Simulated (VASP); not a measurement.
# ZnB12 (Fm-3m) in VASP: further runs

The runs below take ZnB12 through relaxation of cell and atoms, single point, with PBE.

All numbers are computed with VASP 6.6.1; they aren't measurements. Logs are shortened: lines on timing, memory, paths and dates and some standing lists are left out, and cuts for length are marked.

## (1) The cell of the first run

It takes space group Fm-3m (No. 225, cubic). The conventional cell has a = 7.430 Å, b = 7.430 Å, c = 7.430 Å, α = 90.00°, β = 90.00°, γ = 90.00°. Zn (site symmetry m-3m) has 24 B at 2.76 Å as nearest neighbours. Around B (site symmetry mm2) lie 5 B at 1.71 to 1.77 Å.

The cell was built by a generator and needn't be a form met in nature.

## (2) Relaxation of cell and atoms, PBE (species swapped into the HfB12 type (Fm-3m, No. 225))

INCAR reads:

```
PREC     = Accurate       # precision mode
ENCUT    = 600            # plane-wave cutoff, eV
EDIFF    = 1E-6           # SCF threshold, eV
ISMEAR   = 0              # smearing method
SIGMA    = 0.1            # smearing width, eV
LREAL    = False          # projectors in reciprocal space
LASPH    = True           # aspherical terms in the spheres
NELM     = 60             # most SCF steps
ALGO     = Normal         # electronic algorithm
ISIF     = 3              # what is computed and relaxed
LWAVE    = False          # write WAVECAR
LCHARG   = False          # write CHGCAR
GGA      = PE             # functional
IBRION   = 2              # ionic algorithm
NSW      = 100            # ionic steps
EDIFFG   = -0.01          # ionic threshold
```

KPOINTS reads:

```
regular mesh
0
Gamma
  10 10 10
```

POSCAR reads:

```
ZnB12
1.0
    0.0000000000      3.7151422550      3.7151422550
    3.7151422550      0.0000000000      3.7151422550
    3.7151422550      3.7151422550      0.0000000000
Zn B
1 12
Direct
    0.0000000000      0.0000000000      0.0000000000
    0.5000000000      0.8376355980      0.5000000000
    0.8376355980      0.5000000000      0.5000000000
    0.5000000000      0.8376355980      0.1623644020
    0.1623644020      0.5000000000      0.8376355980
    0.8376355980      0.5000000000      0.1623644020
    0.5000000000      0.5000000000      0.8376355980
    0.1623644020      0.8376355980      0.5000000000
    0.5000000000      0.1623644020      0.8376355980
    0.5000000000      0.5000000000      0.1623644020
    0.8376355980      0.1623644020      0.5000000000
    0.1623644020      0.5000000000      0.5000000000
    0.5000000000      0.1623644020      0.5000000000
```

Potentials or basis: VASP PAW PBE potentials, release 64 (Zn, B).

Started as:

```sh
$ cat potpaw_PBE.64/Zn/POTCAR potpaw_PBE.64/B/POTCAR > POTCAR
$ mpirun -np 1 vasp_std > vasp.out
```

OUTCAR:

```text
PREC = Accurate
   ENCUT = 600
   EDIFF = 1E-6
   ISMEAR = 0
   LREAL = False
   LASPH = True
   NELM = 60
   ISIF = 3
   GGA = PE
   IBRION = 2
   NSW = 100
   EDIFFG = -0.01

 ion  position               nearest neighbor table
   1  0.000  0.000  0.000-
   2  0.500  0.838  0.500-  13 1.71   4 1.77   7 1.77   8 1.77   3 1.77
   3  0.838  0.500  0.500-  12 1.71   6 1.77   7 1.77  11 1.77   2 1.77
   4  0.500  0.838  0.162-   9 1.71   6 1.77   8 1.77   2 1.77  10 1.77
   5  0.162  0.500  0.838-   6 1.71   7 1.77   8 1.77   9 1.77  12 1.77
   6  0.838  0.500  0.162-   5 1.71   4 1.77   3 1.77  10 1.77  11 1.77
   7  0.500  0.500  0.838-  10 1.71   3 1.77   5 1.77   9 1.77   2 1.77
   8  0.162  0.838  0.500-  11 1.71   4 1.77   5 1.77   2 1.77  12 1.77
   9  0.500  0.162  0.838-   4 1.71   5 1.77   7 1.77  11 1.77  13 1.77
  10  0.500  0.500  0.162-   7 1.71   6 1.77   4 1.77  12 1.77  13 1.77
  11  0.838  0.162  0.500-   8 1.71   6 1.77   3 1.77   9 1.77  13 1.77
  12  0.162  0.500  0.500-   3 1.71   5 1.77   8 1.77  10 1.77  13 1.77
  13  0.500  0.162  0.500-   2 1.71   9 1.77  10 1.77  11 1.77  12 1.77

  LATTYP: Found a face centered cubic cell.
 ALAT       =     7.4302845100

  Lattice vectors:

 A1 = (   0.0000000000,   3.7151422550,   3.7151422550)
 A2 = (   3.7151422550,   0.0000000000,   3.7151422550)
 A3 = (   3.7151422550,   3.7151422550,   0.0000000000)

Analysis of symmetry for initial positions (statically):
=====================================================================
 Subroutine PRICEL returns:
 Original cell was already a primitive cell.

 Routine SETGRP: Setting up the symmetry group for a
 face centered cubic supercell.

 Subroutine GETGRP returns: Found 48 space group operations
 (whereof 48 operations were pure point group operations)
 out of a pool of 48 trial point group operations.

The static configuration has the point symmetry O_h .

Analysis of symmetry for dynamics (positions and initial velocities):
=====================================================================
 Subroutine PRICEL returns:
 Original cell was already a primitive cell.

 Routine SETGRP: Setting up the symmetry group for a
 face centered cubic supercell.

 Subroutine GETGRP returns: Found 48 space group operations
 (whereof 48 operations were pure point group operations)
 out of a pool of 48 trial point group operations.

The dynamic configuration has the point symmetry O_h .
[... 136 lines left out ...]
   ISMEAR =     0;   SIGMA  =   0.10  broadening in eV -4-tet -1-fermi 0-gaus
   EFERMI_NEDOS =   21; number of points for ismear=-14 and -15
   IALGO  =     38    algorithm
   IMIX   =      4    mixing-type and parameters
     AMIX     =   0.40;   BMIX     =  1.00
     AMIX_MAG =   1.60;   BMIX_MAG =  1.00
  volume/ion in A,a.u.               =       7.89        53.24
  Fermi-wavevector in a.u.,A,eV,Ry     =   1.271071  2.401976 21.981863  1.615621
  Thomas-Fermi vector in A             =   2.404024
   LORBIT       =      0    0 simple, 1 ext, 2 COOP (PROOUT), +10 PAW based schemes
   GGA     = PE    functional components
   LHFCALC =     F    Hartree Fock is set to
   AEXX    =    0.0000 exact exchange contribution
   IVDW    =     0    specifies the selected vdW correction
   LEPSILON=     F    determine dielectric tensor
   LRPA    =     F    only Hartree local field effects (RPA)
 conjugate gradient relaxation of ions
 non-spin polarized calculation
 Gauss-broadening in eV      SIGMA  =   0.10
  energy-cutoff  :      600.00
  volume of cell :      102.55
 maximum number of plane-waves:      3479
 NGX is ok and might be reduce to    42
   NGX = 21   NGY = 21   NGZ = 21

 number of electron      47.9999990 magnetization

 Free energy of the ion-electron system (eV)
  ---------------------------------------------------
  ext. energy  EPLUGINS =         0.00000000
  ---------------------------------------------------
  free energy    TOTEN  =       -79.15206743 eV

  energy without entropy =      -79.15172447  energy(sigma->0) =      -79.15189595

 E-fermi :   5.0016     XC(G=0): -11.6386

 val. band max:        4.8771989958   @ k =   0.0000   0.0000   0.0000
 cond. band min:       5.0033253605   @ k =   0.0000   0.0000   0.0000
 fundamental gap:      0.1261263647
 Fermi energy:         5.0015859085

 k-point     1 :       0.0000    0.0000    0.0000
  band No.  band energies     occupation
      1      -9.5886      2.00000
      2      -4.3868      2.00000
      3      -4.3868      2.00000
      4      -4.3868      2.00000
      5      -3.0307      2.00000
      6      -3.0307      2.00000
[... 805 lines left out ...]
     30      10.7869      0.00000
     31      11.4124      0.00000

 [... further k-points ...]

------------------------ aborting loop because EDIFF is reached ----------------------------------------

  FORCE on cell =-STRESS in cart. coord.  units (eV):
  Direction    XX          YY          ZZ          XY          YZ          ZX
  --------------------------------------------------------------------------------------
  -------------------------------------------------------------------------------------
  Total        0.1137265      0.1137265      0.1137265     -0.0000000      0.0000000     -0.0000000
  in kB        1.7767077      1.7767077      1.7767077     -0.0000000      0.0000000     -0.0000000
  external PRESSURE =       1.7767077 kB  Pullay stress =       0.0000000 kB

 VOLUME and BASIS-vectors are now :
 -----------------------------------------------------------------------------
  energy-cutoff  :      600.00
  volume of cell :      102.55
      direct lattice vectors                 reciprocal lattice vectors
     0.000000000  3.715142255  3.715142255    -0.134584349  0.134584349  0.134584349
     3.715142255  0.000000000  3.715142255     0.134584349 -0.134584349  0.134584349
     3.715142255  3.715142255  0.000000000     0.134584349  0.134584349 -0.134584349

 POSITION                                       TOTAL-FORCE (eV/Angst)
 -----------------------------------------------------------------------------------
      0.00000      0.00000      0.00000        -0.000000     -0.000000      0.000000
      4.96951      3.71514      4.96951        -0.004169     -0.000000     -0.004169
      3.71514      4.96951      4.96951        -0.000000     -0.004169     -0.004169
      3.71514      2.46078      4.96951        -0.000000      0.004169     -0.004169
      4.96951      3.71514      2.46078        -0.004169     -0.000000      0.004169
      2.46078      3.71514      4.96951         0.004169     -0.000000     -0.004169
      4.96951      4.96951      3.71514        -0.004169     -0.004169      0.000000
      4.96951      2.46078      3.71514        -0.004169      0.004169      0.000000
      3.71514      4.96951      2.46078        -0.000000     -0.004169      0.004169
      2.46078      2.46078      3.71514         0.004169      0.004169      0.000000
      2.46078      4.96951      3.71514         0.004169     -0.004169      0.000000
      3.71514      2.46078      2.46078        -0.000000      0.004169      0.004169
      2.46078      3.71514      2.46078         0.004169     -0.000000      0.004169
 -----------------------------------------------------------------------------------
    total drift:                               -0.000000     -0.000000      0.000000

  FREE ENERGIE OF THE ION-ELECTRON SYSTEM (eV)
  ---------------------------------------------------
  free  energy   TOTEN  =       -79.1520674291 eV

  energy  without entropy=      -79.1517244661  energy(sigma->0) =      -79.15189595

 reached required accuracy - stopping structural energy minimisation
```

OSZICAR:

```text
N       E                     dE             d eps       ncg     rms          rms(c)
DAV:   1     0.294860929998E+03    0.29486E+03   -0.23864E+04  2914   0.180E+03
DAV:   2    -0.503323647981E+02   -0.34519E+03   -0.32399E+03  3065   0.386E+02
DAV:   3    -0.854519645797E+02   -0.35120E+02   -0.33076E+02  3627   0.111E+02
DAV:   4    -0.866586923124E+02   -0.12067E+01   -0.11940E+01  3545   0.192E+01
DAV:   5    -0.866878394395E+02   -0.29147E-01   -0.29125E-01  3525   0.319E+00    0.123E+01
DAV:   6    -0.802736177334E+02    0.64142E+01   -0.10905E+01  3354   0.888E+01    0.925E+00
DAV:   7    -0.792028022348E+02    0.10708E+01   -0.81634E+00  3447   0.239E+01    0.302E+00
DAV:   8    -0.791516421962E+02    0.51160E-01   -0.35796E-01  4081   0.539E+00    0.129E+00
DAV:   9    -0.791518119530E+02   -0.16976E-03   -0.50630E-02  4414   0.197E+00    0.263E-01
DAV:  10    -0.791519176261E+02   -0.10567E-03   -0.77485E-03  3734   0.824E-01    0.568E-02
DAV:  11    -0.791520350246E+02   -0.11740E-03   -0.76151E-04  3495   0.171E-01    0.227E-02
DAV:  12    -0.791520616563E+02   -0.26632E-04   -0.35924E-05  3502   0.411E-02    0.103E-02
DAV:  13    -0.791520672450E+02   -0.55887E-05   -0.15310E-05  3439   0.279E-02    0.216E-03
DAV:  14    -0.791520674291E+02   -0.18412E-06   -0.92692E-07  2332   0.737E-03
   1 F= -.79152067E+02 E0= -.79151896E+02  d E =-.791521E+02
```

It took 2.6 min on 1 thread of Intel Xeon Platinum 8488C (Sapphire Rapids), shared host; peak memory 0.33 GiB.

What came out:

| Item | Value |
| --- | --- |
| Free energy | -79.1521 eV |
| Pressure after relaxing | 0.2 GPa |
| Largest force after relaxing | 0.006 eV/Å |
| Band gap on the k mesh | none (metal or under the smearing width) |

Forces in eV/Å, atoms in the order of the input:
```
Zn   0.000  0.000  0.000
B   -0.004  0.000 -0.004
B    0.000 -0.004 -0.004
B    0.000  0.004 -0.004
B   -0.004  0.000  0.004
B    0.004  0.000 -0.004
B   -0.004 -0.004  0.000
B   -0.004  0.004  0.000
B    0.000 -0.004  0.004
B    0.004  0.004  0.000
B    0.004 -0.004  0.000
B    0.000  0.004  0.004
B    0.004  0.000  0.004
```

Final structure:
```cif
data_structure
_symmetry_space_group_name_H-M 'P 1'
_symmetry_Int_Tables_number 1
_cell_length_a 5.2540
_cell_length_b 5.2540
_cell_length_c 5.2540
_cell_angle_alpha 60.000
_cell_angle_beta 60.000
_cell_angle_gamma 60.000
_cell_volume 102.55
loop_
_atom_site_label
_atom_site_type_symbol
_atom_site_fract_x
_atom_site_fract_y
_atom_site_fract_z
_atom_site_occupancy
Zn1 Zn 0.00000 0.00000 0.00000 1
B1 B 0.50000 0.83764 0.50000 1
B2 B 0.83764 0.50000 0.50000 1
B3 B 0.50000 0.83764 0.16236 1
B4 B 0.16236 0.50000 0.83764 1
B5 B 0.83764 0.50000 0.16236 1
B6 B 0.50000 0.50000 0.83764 1
B7 B 0.16236 0.83764 0.50000 1
B8 B 0.50000 0.16236 0.83764 1
B9 B 0.50000 0.50000 0.16236 1
B10 B 0.83764 0.16236 0.50000 1
B11 B 0.16236 0.50000 0.50000 1
B12 B 0.50000 0.16236 0.50000 1
```

Caveat: the relaxation stopped at its first step, so nothing moved.

## (3) Single point, PBE (species swapped into the HfB12 type (Fm-3m, No. 225))

INCAR reads:

```
PREC = Accurate
ENCUT = 520
EDIFF = 1E-7
ISMEAR = 0
SIGMA = 0.1
LREAL = F
LASPH = T
NELM = 60
ALGO = Normal
ISIF = 2
LWAVE = F
LCHARG = F
GGA = PE
NBANDS = 36
```

KPOINTS reads:

```
Automatic mesh
0
Gamma
  4 4 4
```

POSCAR reads:

```
ZnB12
1.0
    0.0000000000      3.6297516600      3.6297516600
    3.6297516600      0.0000000000      3.6297516600
    3.6297516600      3.6297516600      0.0000000000
Zn B
1 12
Direct
    0.0000000000      0.0000000000      0.0000000000
    0.5000000000      0.8395695700      0.5000000000
    0.8395695700      0.5000000000      0.5000000000
    0.5000000000      0.8395695700      0.1604304300
    0.1604304300      0.5000000000      0.8395695700
    0.8395695700      0.5000000000      0.1604304300
    0.5000000000      0.5000000000      0.8395695700
    0.1604304300      0.8395695700      0.5000000000
    0.5000000000      0.1604304300      0.8395695700
    0.5000000000      0.5000000000      0.1604304300
    0.8395695700      0.1604304300      0.5000000000
    0.1604304300      0.5000000000      0.5000000000
    0.5000000000      0.1604304300      0.5000000000
```

Potentials or basis: VASP PAW PBE potentials, release 64 (Zn, B).

Started as:

```sh
$ cat potpaw_PBE.64/Zn/POTCAR potpaw_PBE.64/B/POTCAR > POTCAR
$ mpirun -np 1 vasp_std > vasp.out
```

Run time: 37 s. Hardware: 1 thread of Intel Xeon Platinum 8488C (Sapphire Rapids), shared host; peak memory 0.23 GiB.

The run converged. Its results:

```yaml
Free_energy: -78.7753 eV
Pressure: 16.4 GPa
Largest_force: 0.429 eV/Å
Band_gap_on_the_k_mesh: none (metal or under the smearing width)
```

Forces on the atoms (eV/Å):
```
Zn   0.000  0.000  0.000
B   -0.303  0.000 -0.303
B    0.000 -0.303 -0.303
B    0.000  0.303 -0.303
B   -0.303  0.000  0.303
B    0.303  0.000 -0.303
B   -0.303 -0.303  0.000
B   -0.303  0.303  0.000
B    0.000 -0.303  0.303
B    0.303  0.303  0.000
B    0.303 -0.303  0.000
B    0.000  0.303  0.303
B    0.303  0.000  0.303
```

Levels at points of the mesh, in eV from the Fermi level:
| k point | band 21 | band 22 | band 23 | band 24 | band 25 | band 26 | band 27 | band 28 |
| --- | --- | --- | --- | --- | --- | --- | --- | --- |
| (0.00, 0.00, 0.00) | -0.49 | -0.49 | -0.03 | -0.03 | -0.03 | 4.13 | 4.13 | 4.13 |
| (0.50, 0.00, 0.00) | -0.77 | -0.77 | -0.55 | -0.55 | 2.27 | 2.27 | 3.34 | 3.84 |
| (0.50, 0.50, 0.00) | -1.80 | -1.80 | -1.12 | -1.04 | 0.79 | 0.79 | 1.96 | 5.14 |

Caveat: the k mesh is coarse (spacing up to 0.37 Å⁻¹), so the values aren't converged; so large a pressure means that the cell lies far from this level's equilibrium, or that cutoff or potentials fall short.

## (4) Single point, PBE (species swapped into the HfB12 type (Fm-3m, No. 225))

INCAR reads:

```
  PREC = Accurate
  ENCUT = 520
  EDIFF = 1E-6
  ISMEAR = 0
  SIGMA = 0.1
  LREAL = False
  LASPH = True
  NELM = 80
  ALGO = Fast
  ISIF = 2
  LWAVE = False
  LCHARG = True
  GGA = PE
  LELF = True
  LVHAR = True
  NBANDS = 36
```

KPOINTS is that of step 3.

POSCAR reads:

```
ZnB12
1.0
    0.0000000000      3.7151422550      3.7151422550
    3.7151422550      0.0000000000      3.7151422550
    3.7151422550      3.7151422550      0.0000000000
Zn B
1 12
Direct
    0.0000000000      0.0000000000      0.0000000000
    0.5000000000      0.8376355980      0.5000000000
    0.8376355980      0.5000000000      0.5000000000
    0.5000000000      0.8376355980      0.1623644020
    0.1623644020      0.5000000000      0.8376355980
    0.8376355980      0.5000000000      0.1623644020
    0.5000000000      0.5000000000      0.8376355980
    0.1623644020      0.8376355980      0.5000000000
    0.5000000000      0.1623644020      0.8376355980
    0.5000000000      0.5000000000      0.1623644020
    0.8376355980      0.1623644020      0.5000000000
    0.1623644020      0.5000000000      0.5000000000
    0.5000000000      0.1623644020      0.5000000000
```

Started as:

```sh
$ cat potpaw_PBE.64/Zn/POTCAR potpaw_PBE.64/B/POTCAR > POTCAR
$ mpirun -np 1 vasp_std > vasp.out
```

Run time: 38 s. Hardware: 1 thread of Intel Xeon Platinum 8488C (Sapphire Rapids), shared host; peak memory 0.23 GiB.

It converged, with:

- Free energy: -79.1435 eV
- Pressure: 0.3 GPa
- Largest force: 0.010 eV/Å
- Band gap on the k mesh: none (metal or under the smearing width)

Forces in eV/Å, atoms in the order of the input:
```
Zn   0.000  0.000  0.000
B    0.007  0.000  0.007
B    0.000  0.007  0.007
B    0.000 -0.007  0.007
B    0.007  0.000 -0.007
B   -0.007  0.000  0.007
B    0.007  0.007  0.000
B    0.007 -0.007  0.000
B    0.000  0.007 -0.007
B   -0.007 -0.007  0.000
B   -0.007  0.007  0.000
B    0.000 -0.007 -0.007
B   -0.007  0.000 -0.007
```

Levels at points of the mesh, in eV from the Fermi level:
```
           k point  band 22  band 23  band 24  band 25  band 26  band 27
(0.00, 0.00, 0.00)    -0.48    -0.11    -0.01    -0.01     3.92     3.92
(0.50, 0.00, 0.00)    -0.75    -0.49    -0.49     2.21     2.21     2.98
(0.50, 0.50, 0.00)    -1.69    -1.04    -0.95     0.87     0.87     1.59
```

Caveat: the k mesh is coarse (spacing up to 0.37 Å⁻¹), so the values aren't converged.
